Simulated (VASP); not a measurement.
# LiBe2 (P-3m1) in VASP: equation of state

How stiff is LiBe2 in PBE, and what volume does it want? The cell is scaled to several volumes.

Program: VASP 6.6.1. These are calculated values, not measurements. Logs are shortened: lines on timing, memory, paths and dates and some standing lists are left out, and cuts for length are marked.

**1. Starting point**

It takes space group P-3m1 (No. 164, trigonal). Conventional cell: a = 3.844 Å, b = 3.844 Å, c = 2.199 Å, α = 90.00°, β = 90.00°, γ = 120.00°. Around Li (site symmetry -3m) lie 2 Li at 2.20 Å and 6 Be at 2.31 Å. Be (site symmetry 3m) is surrounded by 5 Be at 2.20 to 2.40 Å and 3 Li at 2.31 Å.

The cell was built by a generator and needn't be a form met in nature.

**2. Equation of state, PBE, 8.82 Å³/atom (volume scaled by 0.94)**

The input, INCAR:

```
SYSTEM = LiBe2
ALGO = Normal ; EDIFF = 1E-7
ENCUT = 520 ; GGA = PE
ISIF = 2 ; ISMEAR = -1
LASPH = .TRUE. ; LCHARG = .FALSE.
LREAL = .FALSE. ; LWAVE = .FALSE.
NBANDS = 10 ; NELM = 60
PREC = Accurate ; SIGMA = 0.05
```

The input, KPOINTS:

```
k-points
0
G
  8 8 12
  0 0 0
```

The input, POSCAR:

```
LiBe2
1.0
    3.7654408392      0.0000000000      0.0000000000
   -1.8827253175      3.2609735849      0.0000000000
    0.0000000000      0.0000000000      2.1537474062
Li Be
1 2
Direct
    0.0000000000      0.0000000000      0.0000000000
    0.6666700000      0.3333300000      0.7098400000
    0.3333300000      0.6666700000      0.2901600000
```

Potentials or basis: VASP PAW PBE potentials, release 64 (Li_sv, Be).

Command:

```sh
> cat potpaw_PBE.64/Li_sv/POTCAR potpaw_PBE.64/Be/POTCAR > POTCAR
> mpirun -np 1 vasp_std > vasp.out
```

OUTCAR:

```text
SYSTEM = LiBe2
   EDIFF = 1E-7
   ENCUT = 520
   GGA = PE
   ISIF = 2
   ISMEAR = -1
   LASPH = .TRUE.
   LREAL = .FALSE.
   NELM = 60
   PREC = Accurate

 Found    222 irreducible k-points:

 Following reciprocal coordinates:
            Coordinates               Weight
  0.000000  0.000000  0.000000      1.000000
  0.125000  0.000000  0.000000      4.000000
 -0.125000  0.125000  0.000000      2.000000
  0.250000  0.000000  0.000000      4.000000
 -0.250000  0.250000  0.000000      2.000000
  0.375000 -0.000000  0.000000      4.000000
   k-points           NKPTS =    222   k-points in BZ     NKDIM =    222   number of bands    NBANDS=     10
   number of dos      NEDOS =    301   number of ions     NIONS =      3
   total plane-waves  NPLWV =  12544
   dimension x,y,z NGX =    28 NGY =   28 NGZ =   16
   dimension x,y,z NGXF=    56 NGYF=   56 NGZF=   32
   ions per type =               1   2
   NGX,Y,Z   is equivalent  to a cutoff of  12.36, 12.36, 12.35 a.u.
   NGXF,Y,Z  is equivalent  to a cutoff of  24.72, 24.72, 24.70 a.u.
 SYSTEM =  LiBe2
   PREC   = accura    normal or accurate (medium, high low for compatibility)
   ISTART =      0    job   : 0-new  1-cont  2-samecut
   ICHARG =      2    charge: 1-file 2-atom 10-const
   ISPIN  =      1    spin polarized calculation?
   LNONCOLLINEAR =      F non collinear calculations
   LSORBIT =      F    spin-orbit coupling
   LASPH  =      T    aspherical Exc in radial PAW
   ENCUT  =  520.0 eV  38.22 Ry    6.18 a.u.   7.00  7.00  4.00*2*pi/ulx,y,z
   NELM   =     60;   NELMIN=  2; NELMDL= -5     # of ELM steps
   EDIFF  = 0.1E-06   stopping-criterion for ELM
   LREAL  =      F    real-space projection
   EDIFFG = 0.1E-05   stopping-criterion for IOM
   NSW    =      0    number of steps for IOM
   IBRION =     -1    ionic relax: 0-MD 1-quasi-New 2-CG
   NFREE  =      0    steps in history (QN), initial steepest desc. (CG)
   ISIF   =      2    stress and relaxation
   ISYM   =      2    0-nonsym 1-usesym 2-fastsym
   POTIM  = 0.5000    time-step for ionic-motion
   TEBEG  =    0.0;   TEEND  =   0.0 temperature during run
   PSTRESS=    0.0 pullay stress
   NELECT =       7.0000    total number of electrons
   NUPDOWN=      -1.0000    fix difference up-down
   EMIN   =  10.00;   EMAX   =-10.00  energy-range for DOS
   EFERMI =   0.00;   METHOD = LEGACY
   ISMEAR =    -1;   SIGMA  =   0.05  broadening in eV -4-tet -1-fermi 0-gaus
   EFERMI_NEDOS =   21; number of points for ismear=-14 and -15
   IALGO  =     38    algorithm
   IMIX   =      4    mixing-type and parameters
     AMIX     =   0.40;   BMIX     =  1.00
     AMIX_MAG =   1.60;   BMIX_MAG =  1.00
  volume/ion in A,a.u.               =       8.82        59.49
  Fermi-wavevector in a.u.,A,eV,Ry     =   1.051126  1.986341 15.032620  1.104866
  Thomas-Fermi vector in A             =   2.186157
   LORBIT       =      0    0 simple, 1 ext, 2 COOP (PROOUT), +10 PAW based schemes
   GGA     = PE    functional components
   LHFCALC =     F    Hartree Fock is set to
   AEXX    =    0.0000 exact exchange contribution
   IVDW    =     0    specifies the selected vdW correction
   LEPSILON=     F    determine dielectric tensor
   LRPA    =     F    only Hartree local field effects (RPA)
 non-spin polarized calculation
  energy-cutoff  :      520.00
  volume of cell :       26.45
 maximum number of plane-waves:       728
   NGX = 13   NGY = 13   NGZ =  9

 number of electron       7.0000008 magnetization

 Free energy of the ion-electron system (eV)
  ---------------------------------------------------
  ext. energy  EPLUGINS =         0.00000000
  ---------------------------------------------------
  free energy    TOTEN  =        -9.01724508 eV

  energy without entropy =       -9.01396684  energy(sigma->0) =       -9.01560596

 E-fermi :   4.8604     XC(G=0):  -9.9844

 val. band max:        4.8442340933   @ k =  -0.1250   0.2500   0.3333
 cond. band min:       4.9362717747   @ k =   0.5000  -0.3750   0.3333
 fundamental gap:      0.0920376815
 Fermi energy:         4.8604090317

 k-point     1 :       0.0000    0.0000    0.0000
  band No.  band energies     occupation
      1     -40.7130      2.00000
      2      -3.5585      2.00000
      3       4.9960      0.12447
      4       4.9963      0.12390
      5       6.5951      0.00000
      6       6.5954      0.00000
      7      10.3419      0.00000
      8      15.7471      0.00000
      9      20.4297      0.00000
     10      23.8774      0.00000

 k-point     2 :       0.1250    0.0000    0.0000
  band No.  band energies     occupation
      1     -40.7128      2.00000
      2      -3.4212      2.00000
      3       3.7025      2.00000
      4       4.1179      2.00000
      5       7.3996      0.00000
      6       7.8889      0.00000
      7      11.0733      0.00000
      8      16.1181      0.00000
      9      20.5036      0.00000
     10      23.8417      0.00000

 k-point     3 :      -0.1250    0.1250    0.0000
  band No.  band energies     occupation
      1     -40.7128      2.00000
      2      -3.4212      2.00000
      3       3.7026      2.00000
      4       4.1179      2.00000
      5       7.3995      0.00000
      6       7.8890      0.00000
      7      11.0733      0.00000
      8      16.1181      0.00000
      9      20.5035      0.00000
     10      23.8425      0.00000

 k-point     4 :       0.2500    0.0000    0.0000
  band No.  band energies     occupation
      1     -40.7123      2.00000
      2      -3.0133      2.00000
      3       1.9262      2.00000
      4       3.1261      2.00000
      5       7.9169      0.00000
      6      10.1180      0.00000
      7      12.9670      0.00000
      8      17.2478      0.00000
      9      20.7263      0.00000
     10      22.4215      0.00000

 k-point     5 :      -0.2500    0.2500    0.0000
  band No.  band energies     occupation
      1     -40.7123      2.00000
      2      -3.0133      2.00000
      3       1.9263      2.00000
      4       3.1261      2.00000
      5       7.9169      0.00000
      6      10.1181      0.00000
      7      12.9669      0.00000
      8      17.2478      0.00000
      9      20.7263      0.00000
     10      22.4219      0.00000

 k-point     6 :       0.3750   -0.0000    0.0000
  band No.  band energies     occupation
      1     -40.7118      2.00000
      2      -2.3702      2.00000
      3       0.3989      2.00000
      4       2.5052      2.00000
      5       8.0866      0.00000
      6      12.7530      0.00000
      7      15.1472      0.00000
      8      18.8967      0.00000
      9      19.3114      0.00000
     10      20.2315      0.00000

 [... further k-points ...]

------------------------ aborting loop because EDIFF is reached ----------------------------------------

  FORCE on cell =-STRESS in cart. coord.  units (eV):
  Direction    XX          YY          ZZ          XY          YZ          ZX
  --------------------------------------------------------------------------------------
  -------------------------------------------------------------------------------------
  Total        0.8219928      0.8217633      0.9830924     -0.0002027      0.0000089     -0.0000154
  in kB       49.7990129     49.7851086     59.5589522     -0.0122792      0.0005380     -0.0009318
  external PRESSURE =      53.0476913 kB  Pullay stress =       0.0000000 kB

 VOLUME and BASIS-vectors are now :
 -----------------------------------------------------------------------------
  energy-cutoff  :      520.00
  volume of cell :       26.45
      direct lattice vectors                 reciprocal lattice vectors
     3.765440839  0.000000000  0.000000000     0.265573154  0.153328841  0.000000000
    -1.882725318  3.260973585  0.000000000     0.000000000  0.306656885  0.000000000
     0.000000000  0.000000000  2.153747406     0.000000000  0.000000000  0.464307001

 POSITION                                       TOTAL-FORCE (eV/Angst)
 -----------------------------------------------------------------------------------
      0.00000      0.00000      0.00000         0.000000      0.000000      0.000000
      1.88274      1.08698      1.52882        -0.000129      0.000074      0.015837
     -0.00002      2.17399      0.62493         0.000129     -0.000074     -0.015837
 -----------------------------------------------------------------------------------
    total drift:                               -0.000000     -0.000000     -0.000000

  FREE ENERGIE OF THE ION-ELECTRON SYSTEM (eV)
  ---------------------------------------------------
  free  energy   TOTEN  =        -9.0172450787 eV

  energy  without entropy=       -9.0139668436  energy(sigma->0) =       -9.01560596
```

Wall time 21 s (1 thread of Intel Xeon Platinum 8488C (Sapphire Rapids), shared host); peak memory 0.17 GiB.

Results:

* Free energy: -9.0172 eV
* Largest force: 0.016 eV/Å
* Band gap on the k mesh: none (metal or under the smearing width)

Caveat: the cutoff is under 1.25 times the usual one of these potentials, so pressure, stress and relaxed cells hold a basis-set (Pulay) error.

**3. Equation of state, PBE, 9.00 Å³/atom (volume scaled by 0.96)**

The input, INCAR:

```
SYSTEM = LiBe2
PREC = Accurate
ENCUT = 520
EDIFF = 1E-7
ISMEAR = -1
SIGMA = 0.05
LREAL = .False.
LASPH = .True.
NELM = 100
ALGO = Normal
ISIF = 2
LWAVE = .False.
LCHARG = .False.
GGA = PE
NBANDS = 10
```

The input, KPOINTS:

```
regular mesh
0
Gamma
  8 8 12
  0 0 0
```

The input, POSCAR:

```
LiBe2
1.0
    3.7919589019      0.0000000000      0.0000000000
   -1.8959843834      3.2839389442      0.0000000000
    0.0000000000      0.0000000000      2.1689151412
Li Be
1 2
Direct
    0.0000000000      0.0000000000      0.0000000000
    0.6666700000      0.3333300000      0.7098400000
    0.3333300000      0.6666700000      0.2901600000
```

Potentials or basis: VASP PAW PBE potentials, release 64 (Li_sv, Be).

Command:

```sh
> cat potpaw_PBE.64/Li_sv/POTCAR potpaw_PBE.64/Be/POTCAR > POTCAR
> mpirun -np 1 vasp_std > vasp.out
```

Run time: 20 s. Hardware: 1 thread of Intel Xeon Platinum 8488C (Sapphire Rapids), shared host; peak memory 0.17 GiB.

The run converged. Its results:

```
Free energy            : -9.0329 eV
Largest force          : 0.011 eV/Å
Band gap on the k mesh : none (metal or under the smearing width)
```

Caveat: the cutoff is under 1.25 times the usual one of these potentials, so pressure, stress and relaxed cells hold a basis-set (Pulay) error.

**4. Equation of state, PBE, 9.19 Å³/atom (volume scaled by 0.98)**

The input, INCAR:

```
SYSTEM = LiBe2
ALGO = Normal
EDIFF = 1E-7
ENCUT = 520
GGA = PE
ISIF = 2
ISMEAR = -1
LASPH = .TRUE.
LCHARG = .FALSE.
LREAL = .FALSE.
LWAVE = .FALSE.
NBANDS = 10
NELM = 60
PREC = Accurate
SIGMA = 0.05
```

The input, KPOINTS:

```
k-points
0
G
  8 8 12
  0 0 0
```

The input, POSCAR:

```
LiBe2
1.0
    3.8181111690      0.0000000000      0.0000000000
   -1.9090605509      3.3065875147      0.0000000000
    0.0000000000      0.0000000000      2.1838736493
Li Be
1 2
Direct
    0.0000000000      0.0000000000      0.0000000000
    0.6666700000      0.3333300000      0.7098400000
    0.3333300000      0.6666700000      0.2901600000
```

Command:

```sh
> cat potpaw_PBE.64/Li_sv/POTCAR potpaw_PBE.64/Be/POTCAR > POTCAR
> mpirun -np 1 vasp_std > vasp.out
```

It took 21 s on 1 thread of Intel Xeon Platinum 8488C (Sapphire Rapids), shared host; peak memory 0.17 GiB.

Results (log left out):

```yaml
Free_energy: -9.0421 eV
Largest_force: 0.006 eV/Å
Band_gap_on_the_k_mesh: none (metal or under the smearing width)
```

Caveat: the cutoff is under 1.25 times the usual one of these potentials, so pressure, stress and relaxed cells hold a basis-set (Pulay) error.

**5. Equation of state, PBE, 9.57 Å³/atom (volume scaled by 1.02)**

The input, INCAR:

```
SYSTEM = LiBe2
  PREC = Accurate
  ENCUT = 520
  EDIFF = 1E-7
  ISMEAR = -1
  SIGMA = 0.05
  LREAL = .FALSE.
  LASPH = .TRUE.
  NELM = 80
  ALGO = Normal
  ISIF = 2
  LWAVE = .FALSE.
  LCHARG = .FALSE.
  GGA = PE
  NBANDS = 10
```

The input, KPOINTS:

```
regular mesh
0
G
  8 8 12
  0 0 0
```

The input, POSCAR:

```
LiBe2
1.0
    3.8693670995      0.0000000000      0.0000000000
   -1.9346885829      3.3509765365      0.0000000000
    0.0000000000      0.0000000000      2.2131908879
Li Be
1 2
Direct
    0.0000000000      0.0000000000      0.0000000000
    0.6666700000      0.3333300000      0.7098400000
    0.3333300000      0.6666700000      0.2901600000
```

Command:

```sh
> cat potpaw_PBE.64/Li_sv/POTCAR potpaw_PBE.64/Be/POTCAR > POTCAR
> mpirun -np 1 vasp_std > vasp.out
```

Run time: 25 s. Hardware: 1 thread of Intel Xeon Platinum 8488C (Sapphire Rapids), shared host; peak memory 0.18 GiB.

Results (log left out):

| Quantity | Value |
| --- | --- |
| Free energy | -9.0432 eV |
| Band gap on the k mesh | none (metal or under the smearing width) |

Caveat: the cutoff is under 1.25 times the usual one of these potentials, so pressure, stress and relaxed cells hold a basis-set (Pulay) error.

**6. Equation of state, PBE, 9.75 Å³/atom (volume scaled by 1.04)**

The input, INCAR:

```
SYSTEM = LiBe2
PREC = Accurate
ENCUT = 520
EDIFF = 1E-7
ISMEAR = -1
SIGMA = 0.05
LREAL = .False.
LASPH = .True.
NELM = 100
ALGO = Normal
ISIF = 2
LWAVE = .False.
LCHARG = .False.
GGA = PE
NBANDS = 10
```

The input, KPOINTS:

```
Automatic mesh
0
Gamma
  8 8 12
  0 0 0
```

The input, POSCAR:

```
LiBe2
1.0
    3.8944935639      0.0000000000      0.0000000000
   -1.9472518478      3.3727367342      0.0000000000
    0.0000000000      0.0000000000      2.2275626600
Li Be
1 2
Direct
    0.0000000000      0.0000000000      0.0000000000
    0.6666700000      0.3333300000      0.7098400000
    0.3333300000      0.6666700000      0.2901600000
```

Potentials or basis: VASP PAW PBE potentials, release 64 (Li_sv, Be).

Command:

```sh
> cat potpaw_PBE.64/Li_sv/POTCAR potpaw_PBE.64/Be/POTCAR > POTCAR
> mpirun -np 1 vasp_std > vasp.out
```

Run time: 28 s. Hardware: 1 thread of Intel Xeon Platinum 8488C (Sapphire Rapids), shared host; peak memory 0.18 GiB.

Results (log left out):

| Property | Result |
| --- | --- |
| Free energy | -9.0361 eV |
| Largest force | 0.006 eV/Å |
| Band gap on the k mesh | none (metal or under the smearing width) |

Caveat: the cutoff is under 1.25 times the usual one of these potentials, so pressure, stress and relaxed cells hold a basis-set (Pulay) error.

**7. Equation of state, PBE, 9.94 Å³/atom (volume scaled by 1.06)**

The input, INCAR:

```
ALGO = Normal
EDIFF = 1E-7
ENCUT = 520
GGA = PE
ISIF = 2
ISMEAR = -1
LASPH = T
LCHARG = F
LREAL = F
LWAVE = F
NBANDS = 10
NELM = 100
PREC = Accurate
SIGMA = 0.05
```

The input, KPOINTS:

```
k-points
0
Gamma
  8 8 12
```

The input, POSCAR:

```
LiBe2
1.0
    3.9192999242      0.0000000000      0.0000000000
   -1.9596550602      3.3942197129      0.0000000000
    0.0000000000      0.0000000000      2.2417513398
Li Be
1 2
Direct
    0.0000000000      0.0000000000      0.0000000000
    0.6666700000      0.3333300000      0.7098400000
    0.3333300000      0.6666700000      0.2901600000
```

Command:

```sh
> cat potpaw_PBE.64/Li_sv/POTCAR potpaw_PBE.64/Be/POTCAR > POTCAR
> mpirun -np 1 vasp_std > vasp.out
```

Wall time 28 s (1 thread of Intel Xeon Platinum 8488C (Sapphire Rapids), shared host); peak memory 0.18 GiB.

Results (log left out):

```yaml
Free_energy: -9.0245 eV
Largest_force: 0.010 eV/Å
Band_gap_on_the_k_mesh: none (metal or under the smearing width)
```

Caveat: the cutoff is under 1.25 times the usual one of these potentials, so pressure, stress and relaxed cells hold a basis-set (Pulay) error.

**8. Equation of state, PBE**

No new run: the results of the series are fitted here.

Results:

```
Equilibrium volume                        : 9.39 Å³/atom
Bulk modulus at fixed shape and positions : 77 GPa
Pressure derivative of the bulk modulus   : 3.4
```

Energy against volume, from the lowest point:
```csv
volume (Å³/atom),energy (meV/atom)
8.815,9.38
9.003,4.16
9.190,1.09
9.378,0.00
9.566,0.71
9.753,3.09
9.941,6.97
```

Caveat: the cutoff is under 1.25 times the usual one of these potentials, so pressure, stress and relaxed cells hold a basis-set (Pulay) error; the cell was scaled at fixed shape and fractional positions, which overstates the stiffness of a crystal with free parameters, most of all of layers and chains.
